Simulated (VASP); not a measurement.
# NbVTe4 (P6/mmm) in VASP: relaxation of cell and atoms with PBE

Aim: the relaxation of cell and atoms of NbVTe4 with PBE.

All numbers are computed with VASP 6.6.1; they aren't measurements. Logs are shortened: lines on timing, memory, paths and dates and some standing lists are left out, and cuts for length are marked.

**1. The crystal as given**

The structure is hexagonal, space group P6/mmm (No. 191). The conventional cell has a = 4.264 Å, b = 4.264 Å, c = 8.864 Å, α = 90.00°, β = 90.00°, γ = 120.00°. Around Nb (site symmetry 6/mmm) lie 12 Te at 3.27 Å. V (site symmetry 6/mmm) has 12 Te at 3.35 Å as nearest neighbours. Around Te (site symmetry 3m) lie 3 Te at 2.46 Å.

The cell was built by a generator and needn't be a form met in nature.

**2. Relaxation of cell and atoms, PBE, collinear spin, ferromagnetic start**

Contents of INCAR:

```
SYSTEM = NbVTe4
  PREC = Normal
  ENCUT = 520
  EDIFF = 1E-4
  ISMEAR = 0
  SIGMA = 0.15
  LREAL = .False.
  LASPH = .True.
  NELM = 60
  ALGO = Fast
  ISIF = 3
  LWAVE = .False.
  LCHARG = .False.
  ISPIN = 2
  MAGMOM = 0 2 0 0 0 0
  LORBIT = 11
  LMAXMIX = 4
  GGA = PE
  IBRION = 2
  NSW = 24
  EDIFFG = -0.08
```

Contents of KPOINTS:

```
regular mesh
0
Gamma
  4 4 2
  0 0 0
```

Contents of POSCAR:

```
NbVTe4
1.0
    4.2638597800      0.0000000000      0.0000000000
   -2.1319298900      3.6926108800      0.0000000000
    0.0000000000      0.0000000000      8.8637141300
Nb V Te
1 1 4
Direct
    0.0000000000      0.0000000000      0.5000000000
    0.0000000000      0.0000000000      0.0000000000
    0.3333333300      0.6666666700      0.7432699200
    0.3333333300      0.6666666700      0.2567300800
    0.6666666700      0.3333333300      0.7432699200
    0.6666666700      0.3333333300      0.2567300800
```

Potentials or basis: VASP PAW PBE potentials, release 64 (Nb_sv, V_sv, Te).

Command:

```console
$ cat potpaw_PBE.64/Nb_sv/POTCAR potpaw_PBE.64/V_sv/POTCAR potpaw_PBE.64/Te/POTCAR > POTCAR
$ mpirun -np 1 vasp_std > vasp.out
```

OUTCAR:

```text
SYSTEM = NbVTe4
   PREC = Normal
   ENCUT = 520
   EDIFF = 1E-4
   ISMEAR = 0
   LREAL = .False.
   LASPH = .True.
   NELM = 60
   ISIF = 3
   ISPIN = 2
   LORBIT = 11
   GGA = PE
   IBRION = 2
   NSW = 24
   EDIFFG = -0.08

 ion  position               nearest neighbor table
   1  0.000  0.000  0.500-   3 3.27   4 3.27   5 3.27   6 3.27   3 3.27   4 3.27   5 3.27   6 3.27
                             5 3.27   6 3.27   3 3.27   4 3.27
   2  0.000  0.000  0.000-
   3  0.333  0.667  0.743-   5 2.46   5 2.46   5 2.46   1 3.27   1 3.27   1 3.27
   4  0.333  0.667  0.257-   6 2.46   6 2.46   6 2.46   1 3.27   1 3.27   1 3.27
   5  0.667  0.333  0.743-   3 2.46   3 2.46   3 2.46   1 3.27   1 3.27   1 3.27
   6  0.667  0.333  0.257-   4 2.46   4 2.46   4 2.46   1 3.27   1 3.27   1 3.27

  LATTYP: Found a hexagonal cell.
 ALAT       =     4.2638597800
 C/A-ratio  =     2.0788005674

  Lattice vectors:

 A1 = (   4.2638597800,   0.0000000000,   0.0000000000)
 A2 = (  -2.1319298900,   3.6926108800,   0.0000000000)
 A3 = (   0.0000000000,   0.0000000000,   8.8637141300)

Analysis of symmetry for initial positions (statically):
=====================================================================
 Subroutine PRICEL returns:
 Original cell was already a primitive cell.

 Routine SETGRP: Setting up the symmetry group for a
 hexagonal supercell.

 Subroutine GETGRP returns: Found 24 space group operations
 (whereof 24 operations were pure point group operations)
 out of a pool of 24 trial point group operations.

The static configuration has the point symmetry D_6h.

Analysis of symmetry for dynamics (positions and initial velocities):
=====================================================================
 Subroutine PRICEL returns:
 Original cell was already a primitive cell.

 Routine SETGRP: Setting up the symmetry group for a
 hexagonal supercell.

 Subroutine GETGRP returns: Found 24 space group operations
 (whereof 24 operations were pure point group operations)
 out of a pool of 24 trial point group operations.

The dynamic configuration has the point symmetry D_6h.

Analysis of structural, dynamic, and magnetic symmetry:
[... 145 lines left out ...]

 Free energy of the ion-electron system (eV)
  ---------------------------------------------------
  ext. energy  EPLUGINS =         0.00000000
  ---------------------------------------------------
  free energy    TOTEN  =       -16.71731280 eV

  energy without entropy =      -16.62856444  energy(sigma->0) =      -16.67293862

 E-fermi :  10.1320     XC(G=0): -10.6392

 val. band max:       10.1315352659   @ k =   0.5000   0.0000   0.0000
 cond. band min:      10.1526693367   @ k =   0.5000   0.0000   0.5000
 fundamental gap:      0.0211340708
 Fermi energy:        10.1320188083
[... 588 lines left out ...]
 number of electron      50.0000144 magnetization      10.2080300

 number of electron      50.0000162 magnetization       3.5929398

------------------------ aborting loop EDIFF was not reached (unconverged)  ----------------------------

  FORCE on cell =-STRESS in cart. coord.  units (eV):
  Direction    XX          YY          ZZ          XY          YZ          ZX
  --------------------------------------------------------------------------------------
  -------------------------------------------------------------------------------------
  Total        7.5571874      7.5571873      5.8093797      0.0000000     -0.0000000     -0.0000000
  in kB       46.3538870     46.3538867     35.6332742      0.0000000     -0.0000000     -0.0000000
  external PRESSURE =      42.7803493 kB  Pullay stress =       0.0000000 kB
[... 27 lines left out ...]
--------------------------------------- Ionic step        3  -------------------------------------------

 number of electron      49.9999818 magnetization       5.6257396

------------------------ aborting loop EDIFF was not reached (unconverged)  ----------------------------

  FORCE on cell =-STRESS in cart. coord.  units (eV):
  Direction    XX          YY          ZZ          XY          YZ          ZX
  --------------------------------------------------------------------------------------
  -------------------------------------------------------------------------------------
  Total      -20.0622064    -20.0622063    -15.2939588      0.0000000      0.0000000      0.0000000
  in kB     -114.0104238   -114.0104230    -86.9132083      0.0000000      0.0000000      0.0000000
  external PRESSURE =    -104.9780183 kB  Pullay stress =       0.0000000 kB
[... 1136 lines left out ...]
     30       8.8272      0.00000
     31       9.0177      0.00000

[... ionic steps 4 to 13 ...]

--------------------------------------- Ionic step       14  -------------------------------------------

 number of electron      50.0000049 magnetization       3.0797101

------------------------ aborting loop because EDIFF is reached ----------------------------------------
[... 75 lines left out ...]
--------------------------------------- Ionic step       16  -------------------------------------------

 number of electron      50.0000080 magnetization       3.1231823

 Free energy of the ion-electron system (eV)
  ---------------------------------------------------
  ext. energy  EPLUGINS =         0.00000000
  ---------------------------------------------------
  free energy    TOTEN  =       -27.80036392 eV

  energy without entropy =      -27.73585975  energy(sigma->0) =      -27.76811183

 E-fermi :   8.7954     XC(G=0): -10.4635

 val. band max:        8.7743469207   @ k =   0.0000   0.0000   0.0000
 cond. band min:       8.8173010926   @ k =   0.2500   0.0000   0.5000
 fundamental gap:      0.0429541719
 Fermi energy:         8.7953783793
[... 580 lines left out ...]
  FREE ENERGIE OF THE ION-ELECTRON SYSTEM (eV)
  ---------------------------------------------------
  free  energy   TOTEN  =       -27.8003639157 eV

  energy  without entropy=      -27.7358597474  energy(sigma->0) =      -27.76811183

 reached required accuracy - stopping structural energy minimisation

 total charge

# of ion       s       p       d       tot
------------------------------------------
    1        2.112   5.922   2.437  10.472
    2        2.173   6.045   3.038  11.255
    3        1.453   1.798   0.075   3.326
    4        1.453   1.798   0.075   3.326
    5        1.453   1.798   0.075   3.326
    6        1.453   1.798   0.075   3.326
--------------------------------------------------
tot         10.096  19.159   5.777  35.031

 magnetization (x)

# of ion       s       p       d       tot
------------------------------------------
    1        0.010   0.004  -0.046  -0.032
    2        0.047   0.019   2.680   2.747
    3        0.001  -0.041   0.004  -0.036
    4        0.001  -0.041   0.004  -0.036
    5        0.001  -0.041   0.004  -0.036
    6        0.001  -0.041   0.004  -0.036
--------------------------------------------------
tot          0.061  -0.141   2.650   2.570
```

Run time: 22 min. Hardware: 1 thread of Intel Xeon Platinum 8259CL at 2.50GHz (Skylake/Cascade Lake), shared host; peak memory 0.25 GiB.

What came out:

```yaml
Free_energy: -27.8004 eV
Relaxed_volume: 25.18 Å³/atom
Relaxed_cell: a = 5.314 Å, b = 5.314 Å, c = 6.178 Å, α = 90.00°, β = 90.00°, γ = 120.00°
Space_group_after_relaxing_to_0.05_Å: P6/mmm (No. 191)
Energy_gained_by_relaxing: 1847.2 meV/atom
Ionic_steps: 16
Pressure_after_relaxing: -0.1 GPa
Largest_force_after_relaxing: 0.018 eV/Å
Band_gap_on_the_k_mesh: none (metal or under the smearing width)
Net_moment: 3.12 μB per cell
Site_moments: Nb -0.03; V +2.75; Te -0.04 μB
Valence_electrons_inside_the_program's_atomic_spheres: Nb 10.47; V 11.26; Te 3.33
```

Forces on the atoms (eV/Å):
```
Nb   0.000  0.000  0.000
V    0.000  0.000  0.000
Te   0.000  0.000  0.018
Te   0.000  0.000 -0.018
Te   0.000  0.000  0.018
Te   0.000  0.000 -0.018
```

Step by step:
| step | energy change (eV) | largest force (eV/Å) | pressure (GPa) | volume (Å³) |
| --- | --- | --- | --- | --- |
| 1 | 0.0000 | 0.3651 | 36.62 | 139.56 |
| 2 | -1.2414 | 0.1480 | 4.28 | 261.21 |
| 3 | -3.8371 | 0.1542 | -10.50 | 281.93 |
| 4 | -5.0522 | 0.1807 | -8.72 | 266.84 |
| 5 | -5.2470 | 0.1819 | -9.07 | 263.89 |
| 6 | -9.6235 | 0.1071 | -5.69 | 179.43 |
| 7 | -10.0286 | 0.0481 | -0.59 | 158.29 |
| 8 | -10.6318 | 0.0376 | -0.29 | 152.06 |
| 9 | -10.6583 | 0.0425 | 0.04 | 151.49 |
| 10 | -10.6907 | 0.0330 | 0.34 | 150.35 |
| 11 | -10.7765 | 0.0561 | 1.57 | 148.03 |
| 12 | -10.9507 | 0.1081 | 4.05 | 143.26 |
| 13 | -10.9595 | 0.3397 | 1.59 | 149.41 |
| 14 | -11.0391 | 0.2177 | 2.48 | 146.44 |
| 15 | -11.0812 | 0.0110 | -0.35 | 151.98 |
| 16 | -11.0831 | 0.0176 | -0.10 | 151.09 |

Final structure:
```cif
data_structure
_symmetry_space_group_name_H-M 'P 1'
_symmetry_Int_Tables_number 1
_cell_length_a 5.3139
_cell_length_b 5.3139
_cell_length_c 6.1784
_cell_angle_alpha 90.000
_cell_angle_beta 90.000
_cell_angle_gamma 120.000
_cell_volume 151.09
loop_
_atom_site_label
_atom_site_type_symbol
_atom_site_fract_x
_atom_site_fract_y
_atom_site_fract_z
_atom_site_occupancy
Nb1 Nb 0.00000 0.00000 0.50000 1
V1 V 0.00000 0.00000 0.00000 1
Te1 Te 0.33333 0.66667 0.73991 1
Te2 Te 0.33333 0.66667 0.26009 1
Te3 Te 0.66667 0.33333 0.73991 1
Te4 Te 0.66667 0.33333 0.26009 1
```

Levels at points of the mesh, in eV from the Fermi level:
Spin up:
```tsv
k point	band 24	band 25	band 26	band 27	band 28	band 29
(0.00, 0.00, 0.00)	-0.85	-0.85	0.37	0.55	0.55	0.68
(0.50, 0.00, 0.00)	-0.38	-0.32	-0.18	0.33	0.54	0.98
(0.00, 0.00, 0.50)	-0.79	-0.45	-0.13	-0.13	0.10	0.40
(0.50, 0.00, 0.50)	-0.69	-0.45	-0.41	-0.33	-0.03	0.15
```
Spin down:
| k point | band 21 | band 22 | band 23 | band 24 | band 25 | band 26 | band 27 | band 28 |
| --- | --- | --- | --- | --- | --- | --- | --- | --- |
| (0.00, 0.00, 0.00) | -2.20 | -2.20 | -1.49 | -0.02 | -0.02 | 1.39 | 1.44 | 2.12 |
| (0.50, 0.00, 0.00) | -1.09 | -0.43 | 0.17 | 0.60 | 0.96 | 1.24 | 1.25 | 1.78 |
| (0.00, 0.00, 0.50) | -2.09 | -2.09 | -0.87 | -0.32 | 0.07 | 0.75 | 0.78 | 0.78 |
| (0.50, 0.00, 0.50) | -1.38 | -0.56 | -0.40 | -0.34 | 0.26 | 0.38 | 0.47 | 1.08 |

Caveat: the k mesh is coarse (spacing up to 0.43 Å⁻¹), so the values aren't converged; the relaxation stopped at a loose force limit of 0.08 eV/Å, so its end isn't a converged minimum. The run has no spin-orbit coupling, so splittings on Te are missing.
